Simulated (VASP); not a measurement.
# NbSiO4 (Cmcm) in VASP: elastic constants with PBE

Aim: the elastic constants of NbSiO4 with PBE.

Program: VASP 6.6.1. These are calculated values, not measurements. Logs are shortened: lines on timing, memory, paths and dates and some standing lists are left out, and cuts for length are marked.

## 1. The structure

Symmetry: Cmcm, No. 63, orthorhombic system. The conventional cell has a = 5.743 Å, b = 8.274 Å, c = 5.998 Å, α = 90.00°, β = 90.00°, γ = 90.00°. Nb (site symmetry 2/m) is surrounded by 6 O at 1.95 to 2.14 Å. Si (site symmetry m2m) is surrounded by 4 O at 1.63 to 1.66 Å. Around O (site symmetry m) lie 1 Si at 1.63 Å. O (site symmetry m) has 1 Si at 1.66 Å as nearest neighbours.

The cell was built by a generator and needn't be a form met in nature.

## 2. Elastic constants, PBE

Contents of POSCAR:

```
NbSiO4
1.0
    2.8714700000     -4.1370700000      0.0000000000
    2.8714700000      4.1370700000      0.0000000000
    0.0000000000      0.0000000000      5.9980500000
Nb Si O
2 2 8
Direct
    0.0000000000      0.0000000000      0.0000000000
    0.0000000000      0.0000000000      0.5000000000
    0.6475230000      0.3524770000      0.2500000000
    0.3524770000      0.6475230000      0.7500000000
    0.7658090000      0.2341910000      0.4670770000
    0.7658090000      0.2341910000      0.0329230000
    0.2948020000      0.2309110000      0.2500000000
    0.7690890000      0.7051980000      0.2500000000
    0.2341910000      0.7658090000      0.5329230000
    0.2341910000      0.7658090000      0.9670770000
    0.2309110000      0.2948020000      0.7500000000
    0.7051980000      0.7690890000      0.7500000000
```

Contents of INCAR.step1:

```
ALGO     = Normal         # electronic algorithm
EDIFF    = 1E-8           # SCF threshold, eV
EDIFFG   = -0.002         # ionic threshold
ENCUT    = 520            # plane-wave cutoff, eV
GGA      = PE             # functional
IBRION   = 2              # ionic algorithm
ISIF     = 3              # what is computed and relaxed
ISMEAR   = 0              # smearing method
KPAR     = 8            
LASPH    = True           # aspherical terms in the spheres
LCHARG   = False          # write CHGCAR
LREAL    = False          # projectors in reciprocal space
LWAVE    = False          # write WAVECAR
NELM     = 100            # most SCF steps
NSW      = 40             # ionic steps
PREC     = Accurate       # precision mode
SIGMA    = 0.1            # smearing width, eV
```

Contents of INCAR.step2:

```
ALGO     = Normal         # electronic algorithm
EDIFF    = 1E-8           # SCF threshold, eV
ENCUT    = 520            # plane-wave cutoff, eV
GGA      = PE             # functional
IBRION   = 6              # ionic algorithm
ISIF     = 3              # what is computed and relaxed
ISMEAR   = 0              # smearing method
KPAR     = 8            
LASPH    = True           # aspherical terms in the spheres
LCHARG   = False          # write CHGCAR
LREAL    = False          # projectors in reciprocal space
LWAVE    = False          # write WAVECAR
NELM     = 100            # most SCF steps
NFREE    = 2            
NSW      = 1              # ionic steps
POTIM    = 0.015          # step
PREC     = Accurate       # precision mode
SIGMA    = 0.1            # smearing width, eV
```

Contents of KPOINTS:

```
k-points
0
Gamma
  4 4 4
```

Potentials or basis: VASP PAW PBE potentials, release 64 (Nb_sv, Si, O).

Run with:

```
> cat potpaw_PBE.64/Nb_sv/POTCAR potpaw_PBE.64/Si/POTCAR potpaw_PBE.64/O/POTCAR > POTCAR
> cp INCAR.step1 INCAR
> mpirun -np 8 vasp_std > vasp.out
> cp CONTCAR POSCAR
> cp INCAR.step2 INCAR
> mpirun -np 8 vasp_std > vasp.out
```

OUTCAR:

```text
EDIFF = 1E-8
   ENCUT = 520
   GGA = PE
   IBRION = 6
   ISIF = 3
   ISMEAR = 0
   LASPH = True
   LREAL = False
   NELM = 100
   NFREE = 2
   NSW = 1
   POTIM = 0.015
   PREC = Accurate

 ion  position               nearest neighbor table
   1  0.000  0.000  0.000-   6 1.95  10 1.95   8 2.14   7 2.14  11 2.14  12 2.14   2 3.00   2 3.00

   2  0.000  0.000  0.500-   5 1.95   9 1.95   8 2.14   7 2.14  11 2.14  12 2.14   1 3.00   1 3.00

   3  0.648  0.352  0.250-   5 1.63   6 1.63   7 1.66   8 1.66
   4  0.352  0.648  0.750-   9 1.63  10 1.63  11 1.66  12 1.66
   5  0.766  0.234  0.467-   3 1.63   2 1.95
   6  0.766  0.234  0.033-   3 1.63   1 1.95
   7  0.295  0.231  0.250-   3 1.66   2 2.14   1 2.14
   8  0.769  0.705  0.250-   3 1.66   2 2.14   1 2.14
   9  0.234  0.766  0.533-   4 1.63   2 1.95
  10  0.234  0.766  0.967-   4 1.63   1 1.95
  11  0.231  0.295  0.750-   4 1.66   2 2.14   1 2.14
  12  0.705  0.769  0.750-   4 1.66   2 2.14   1 2.14

  LATTYP: Found a base centered orthorhombic cell.
 ALAT       =     5.7415238832
 B/A-ratio  =     1.4413354266
 C/A-ratio  =     1.0446187893

  Lattice vectors:

 A1 = (   2.8707619416,  -4.1377308878,   0.0000000000)
 A2 = (   2.8707619416,   4.1377308878,   0.0000000000)
 A3 = (   0.0000000000,   0.0000000000,   5.9977037278)

Analysis of symmetry for initial positions (statically):
=====================================================================
 Subroutine PRICEL returns:
 Original cell was already a primitive cell.

 Routine SETGRP: Setting up the symmetry group for a
 base centered orthorhombic supercell.

 Subroutine GETGRP returns: Found  8 space group operations
 (whereof  4 operations were pure point group operations)
 out of a pool of  8 trial point group operations.

The static configuration has the point symmetry C_2h.
 The point group associated with its full space group is D_2h.

Analysis of symmetry for dynamics (positions and initial velocities):
=====================================================================
 Subroutine PRICEL returns:
 Original cell was already a primitive cell.

 Routine SETGRP: Setting up the symmetry group for a
 base centered orthorhombic supercell.

 Subroutine GETGRP returns: Found  8 space group operations
 (whereof  4 operations were pure point group operations)
 out of a pool of  8 trial point group operations.

The dynamic configuration has the point symmetry C_2h.
 The point group associated with its full space group is D_2h.

 Subroutine INISYM returns: Found  8 space group operations
 (whereof  4 operations are pure point group operations),
 and found     1 'primitive' translations

----------------------------------------------------------------------------------------

                                     Primitive cell

  volume of cell :     142.4867

  direct lattice vectors                    reciprocal lattice vectors
     2.870761942 -4.137730888  0.000000000     0.174169788 -0.120839178  0.000000000
     2.870761942  4.137730888  0.000000000     0.174169788  0.120839178  0.000000000
     0.000000000  0.000000000  5.997703728     0.000000000  0.000000000  0.166730476

  length of vectors
     5.036078934  5.036078934  5.997703728     0.211984014  0.211984014  0.166730476

  position of ions in fractional coordinates (direct lattice)
     0.000000000  0.000000000  0.000000000
     0.000000000  0.000000000  0.500000000
     0.647607019  0.352392981  0.250000000
     0.352392981  0.647607019  0.750000000
     0.765768154  0.234231846  0.467200268
     0.765768154  0.234231846  0.032799732
     0.294877118  0.230969545  0.250000000
[... 127 lines left out ...]

--------------------------------------- Ionic step        1  -------------------------------------------

 number of electron      81.9999991 magnetization

 Free energy of the ion-electron system (eV)
  ---------------------------------------------------
  ext. energy  EPLUGINS =         0.00000000
  ---------------------------------------------------
  free energy    TOTEN  =      -101.76448499 eV

  energy without entropy =     -101.74968316  energy(sigma->0) =     -101.75708407

------------------------ aborting loop because EDIFF is reached ----------------------------------------

  FORCE on cell =-STRESS in cart. coord.  units (eV):
  Direction    XX          YY          ZZ          XY          YZ          ZX
  --------------------------------------------------------------------------------------
  -------------------------------------------------------------------------------------
  Total        0.0077335      0.0111162     -0.0177866      0.0000000      0.0000000      0.0000000
  in kB        0.0869586      0.1249954     -0.1999998      0.0000000      0.0000000      0.0000000
  external PRESSURE =       0.0039847 kB  Pullay stress =       0.0000000 kB
[... 119 lines left out ...]
  FREE ENERGIE OF THE ION-ELECTRON SYSTEM (eV)
  ---------------------------------------------------
  free  energy   TOTEN  =      -101.7251956791 eV

  energy  without entropy=     -101.7103149569  energy(sigma->0) =     -101.71775532

[... ionic steps 4 to 34 ...]

--------------------------------------- Ionic step       35  -------------------------------------------

 number of electron      81.9999993 magnetization

------------------------ aborting loop because EDIFF is reached ----------------------------------------
[... 87 lines left out ...]
--------------------------------------- Ionic step       37  -------------------------------------------

 number of electron      81.9999991 magnetization

 Free energy of the ion-electron system (eV)
  ---------------------------------------------------
  ext. energy  EPLUGINS =         0.00000000
  ---------------------------------------------------
  free energy    TOTEN  =      -101.76333994 eV

  energy without entropy =     -101.74855358  energy(sigma->0) =     -101.75594676

 E-fermi :   6.6811     XC(G=0): -10.5103

 val. band max:        6.6701644694   @ k =   0.2500   0.5000  -0.5000
 cond. band min:       6.7136143684   @ k =   0.0000   0.2500  -0.5000
 fundamental gap:      0.0434498990
 Fermi energy:         6.6811364773

 k-point     1 :       0.0000    0.0000    0.0000
  band No.  band energies     occupation
      1     -50.4423      2.00000
      2     -50.3783      2.00000
      3     -26.9033      2.00000
      4     -26.7984      2.00000
      5     -26.7334      2.00000
      6     -26.4633      2.00000
[... 1237 lines left out ...]
     48       9.9776      0.00000
     49      10.2321      0.00000

 [... further k-points ...]

------------------------ aborting loop because EDIFF is reached ----------------------------------------

  FORCE on cell =-STRESS in cart. coord.  units (eV):
  Direction    XX          YY          ZZ          XY          YZ          ZX
  --------------------------------------------------------------------------------------
  -------------------------------------------------------------------------------------
  Total        0.0099115      0.0124467     -0.0156065      0.0001548      0.0493599      0.1323549
  in kB        0.1114493      0.1399555     -0.1754856      0.0017410      0.5550226      1.4882511
  external PRESSURE =       0.0253064 kB  Pullay stress =       0.0000000 kB
[... 27 lines left out ...]
  FREE ENERGIE OF THE ION-ELECTRON SYSTEM (eV)
  ---------------------------------------------------
  free  energy   TOTEN  =      -101.7633399441 eV

  energy  without entropy=     -101.7485535800  energy(sigma->0) =     -101.75594676

 INTERNAL STRAIN TENSORS FROM STRAINED CELLS
 ============================================

 INTERNAL STRAIN TENSOR FOR ION    1 for displacements in x,y,z  (eV/Angst):
          X           Y           Z          XY          YZ          ZX
  --------------------------------------------------------------------------------
  x     0.00000     0.00000    -0.00000     0.00000     0.00000    -0.00000
  y    -0.00000     0.00000    -0.00000    -0.00000     0.00000     0.00000
  z    -0.00000     0.00000     0.00000     0.00000     0.00000     0.00000

 INTERNAL STRAIN TENSORS FROM DISPLACED ATOMS
 ============================================

 INTERNAL STRAIN TENSOR FOR ION    1 for displacements in x,y,z  (eV/Angst):
          X           Y           Z          XY          YZ          ZX
  --------------------------------------------------------------------------------
  x     0.00000     0.00000     0.00000     0.00000     0.00000     0.00000
  y     0.00000     0.00000     0.00000     0.00000     0.00000     0.00000
  z     0.00000     0.00000     0.00000     0.00000     0.00000     0.00000
[... 8 lines left out ...]
 INTERNAL STRAIN TENSOR FOR ION   12 for displacements in x,y,z  (eV/Angst):
          X           Y           Z          XY          YZ          ZX
  --------------------------------------------------------------------------------
  x    -7.27165    -4.00224     8.58142    12.37880     0.00000     0.00000
  y    10.36697     7.53567     2.24402    -8.04661     0.00000     0.00000
  z     0.00000    -0.00000    -0.00000    -0.00000     3.29607     8.82369

 Eigenvectors and eigenvalues of the dynamical matrix
   1 f  =   27.896009 THz   175.275794 2PiTHz  930.510701 cm-1   115.368571 meV
   2 f  =   27.833874 THz   174.885388 2PiTHz  928.438097 cm-1   115.111601 meV
   3 f  =   26.690643 THz   167.702256 2PiTHz  890.304018 cm-1   110.383580 meV
   4 f  =   25.641440 THz   161.109922 2PiTHz  855.306387 cm-1   106.044429 meV
   5 f  =   25.145393 THz   157.993162 2PiTHz  838.760018 cm-1   103.992942 meV
   6 f  =   24.553243 THz   154.272578 2PiTHz  819.008041 cm-1   101.544010 meV
[... 24 lines left out ...]
  31 f  =    5.277166 THz    33.157411 2PiTHz  176.027308 cm-1    21.824595 meV
  32 f  =    4.700451 THz    29.533802 2PiTHz  156.790155 cm-1    19.439493 meV
  33 f/i=    0.002316 THz     0.014554 2PiTHz    0.077266 cm-1     0.009580 meV
  34 f/i=    0.002890 THz     0.018161 2PiTHz    0.096412 cm-1     0.011954 meV
  35 f/i=    0.005142 THz     0.032306 2PiTHz    0.171505 cm-1     0.021264 meV
  36 f/i=   13.172111 THz    82.762814 2PiTHz  439.374325 cm-1    54.475449 meV

 ELASTIC MODULI CONTR FROM IONIC RELAXATION (kBar)
 Direction    XX          YY          ZZ          XY          YZ          ZX
 --------------------------------------------------------------------------------
 XX        -724.7710    182.4364    -37.8792      0.0000      0.0000      0.0000
 YY         182.4364  -3761.0913   -852.0150     -0.0000      0.0000     -0.0000
 ZZ         -37.8792   -852.0150  -1804.5163      0.0000      0.0000      0.0000
 XY           0.0000     -0.0000      0.0000   -563.4311     -0.0000     -0.0000
 YZ           0.0000      0.0000     -0.0000     -0.0000   -625.7734      0.0000
 ZX           0.0000     -0.0000      0.0000     -0.0000      0.0000   -432.7171
 --------------------------------------------------------------------------------

 TOTAL ELASTIC MODULI (kBar)
 Direction    XX          YY          ZZ          XY          YZ          ZX
 --------------------------------------------------------------------------------
 XX        3097.3849   1194.5306    896.4007      0.0000      0.0000      0.0000
 YY        1194.5306   1667.9311    476.3459     -0.0000      0.0000     -0.0000
 ZZ         896.4007    476.3459   1750.8317      0.0000      0.0000      0.0000
 XY           0.0000     -0.0000      0.0000    729.4889     -0.0000     -0.0000
 YZ           0.0000      0.0000     -0.0000     -0.0000    937.7334      0.0000
 ZX           0.0000     -0.0000      0.0000     -0.0000      0.0000    691.4409
 --------------------------------------------------------------------------------
```

Run time: 29 min. Hardware: 8 MPI ranks of Intel Xeon Platinum 8488C (Sapphire Rapids), shared host; peak memory 0.57 GiB.

Results:

| Item | Value |
| --- | --- |
| Voigt bulk modulus | 129 GPa |
| Highest phonon frequency at Γ, LO-TO splitting left out | 931 cm⁻¹ |
| Most unstable mode | 439i cm⁻¹ |

Phonon frequencies in cm⁻¹ (negative: imaginary):
| q point | frequencies |
| --- | --- |
| (0.000, 0.000, 0.000) | -439 0 0 0 157 176 179 196 200 227 229 309 311 325 328 328 392 400 404 420 434 451 470 484 491 514 583 608 795 802 819 839 855 890 928 931 |

Elastic tensor in Voigt notation (GPa, in the Cartesian axes of the cell as first typed):
```
310 119  90   0   0   0
119 167  48   0   0   0
 90  48 175   0   0   0
  0   0   0  94   0   0
  0   0   0   0  69   0
  0   0   0   0   0  73
```

Clamped-ion elastic tensor (GPa):
```
382 101  93   0   0   0
101 543 133   0   0   0
 93 133 356   0   0   0
  0   0   0 156   0   0
  0   0   0   0 112   0
  0   0   0   0   0 129
```

Caveat: some modes are imaginary.
